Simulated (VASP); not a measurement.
```xyz
8
Lattice="2.2357 1.2908 11.9700 -2.2357 1.2908 11.9700 0.0000 -2.5816 11.9700" Properties=species:S:1:pos:R:3 pbc="T T T"
Cd     0.0000     0.0000     3.2026
Cd     0.0000     0.0000    32.7074
Cd     0.0000     0.0000    10.8236
Cd     0.0000     0.0000    25.0864
As     0.0000     0.0000     8.1785
As     0.0000     0.0000    27.7315
As     0.0000     0.0000     0.0000
K      0.0000     0.0000    17.9550
```

Computed with PBEsol GGA, VASP's PBE PAW potentials (set 64) (plane waves; VASP). Settings: 300 eV cut-off, 3×3×3 Γ-centred mesh, Gaussian smearing of 0.10 eV, potentials Cd As K_sv.

Problem. Give the energies of bands 29 to 42 at the high-symmetry points, in eV from the Fermi level.

Solution. 
```tsv
band	Γ	T	H2	L	S0	F
29	-3.56	-3.15	-4.54	-4.70	-4.51	-4.57
30	-0.71	-1.10	-4.43	-4.35	-4.46	-4.49
31	-0.71	-0.76	-4.30	-2.73	-4.30	-2.75
32	-0.46	-0.76	-2.92	-2.45	-2.92	-2.54
33	-0.46	-0.30	-2.72	-2.25	-2.73	-2.22
34	-0.39	-0.30	-1.91	-1.57	-1.86	-1.63
35	-0.26	-0.15	-1.72	-1.25	-1.76	-0.97
36	0.06	-0.06	-1.64	-1.01	-1.65	-0.97
37	0.06	-0.06	1.53	0.51	1.53	0.37
38	0.12	0.64	1.99	1.35	2.10	1.29
39	0.64	0.65	2.24	1.78	2.13	1.74
40	3.00	2.86	3.54	1.91	3.58	2.11
41	3.38	3.48	4.20	3.00	4.05	2.79
42	3.38	3.48	4.21	3.96	4.38	3.52
```

It has no gap at this level: it comes out as a metal or semimetal.

The structure comes from a measured KCd4As3 entry of the Crystallography Open Database, whose conditions weren't checked. The cell was not relaxed at this level. The k-mesh is coarse (spacing up to 0.54 per Å, 2π included), so the numbers may not be converged in it.
